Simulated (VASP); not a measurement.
Here is a VASP 6.6.1 calculation.

File INCAR:

```
SYSTEM = Rb4Hg2Ge
PREC = Accurate
ENCUT = 520
EDIFF = 1E-6
ISMEAR = 0
SIGMA = 0.05
LREAL = .False.
LASPH = .True.
NELM = 100
ALGO = Fast
ISIF = 2
LWAVE = .False.
LCHARG = .False.
GGA = PS
NBANDS = 46
```

File KPOINTS:

```
regular mesh
0
Gamma
  2 3 3
  0 0 0
```

File POSCAR:

```
Rb4Hg2Ge
1.0
    7.4380720000      0.3786710000     -0.7241940000
    0.0655350000      6.3478450000     -0.0567210000
    0.3642510000     -0.8622050000      6.3184420000
Hg Ge Rb
2 1 4
Direct
    0.8523104085      0.8831100917      0.9751824851
    0.1840319160      0.6145682631      0.0293962872
    0.1439135070      0.9848743519      0.7640452118
    0.4391357419      0.5875217426      0.5372051038
    0.6949341000      0.3992819333      0.0203573565
    0.9641110840      0.5322152522      0.5496556340
    0.6985430514      0.0415316826      0.4610686313
```

Potentials or basis: VASP PAW PBE potentials, release 64 (Hg, Ge_d, Rb_sv).

The run is started by

```sh
$ cat potpaw_PBE.64/Hg/POTCAR potpaw_PBE.64/Ge_d/POTCAR potpaw_PBE.64/Rb_sv/POTCAR > POTCAR
$ mpirun -np 1 vasp_std > vasp.out
```

(1) Predict the pressure.

(2) Estimate the band gap on the k mesh.

## Answers

(1) 1.2 GPa.

(2) 0.02 eV, indirect (least direct gap 0.19 eV).

Caveat: the k mesh is coarse (spacing up to 0.42 Å⁻¹), so the values aren't converged; the PAW data sets were made with another functional, which shifts forces and pressure a little; spin-orbit coupling is left out, which moves the levels of the heavy elements.
